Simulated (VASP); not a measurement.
KCl (rock salt): computed properties

The numbers are results of r2SCAN meta-GGA, VASP's PBE PAW potentials (set 64) (plane waves; VASP), not measurements.

```yaml
space_group: Fm-3m (225)
cell: a = 6.290 Å, b = 6.290 Å, c = 6.290 Å, α = 90.00°, β = 90.00°, γ = 90.00°
volume_per_atom: 31.11 Å³/atom
band gap (over mesh and band path): 5.83 eV
smallest direct gap (over mesh and band path): 5.83 eV
band_edge_character: direct, Γ to Γ
density: 1.99 g/cm³
mean ε∞ (independent particles): 2.43
```

```
KCl
1.0
    0.00000     3.14500     3.14500
    3.14500     0.00000     3.14500
    3.14500     3.14500     0.00000
K Cl
1 1
Cartesian
  0.00000   0.00000   0.00000
  3.14500   3.14500   3.14500
```

Measured: gap 8.50 eV (computed value off by -2.67 eV), as given by David Koller et al., Journal of Physics Condensed Matter (2013), arXiv:1304.4470.

The compound is KCl in the rock salt structure. The cell was not relaxed at this level.
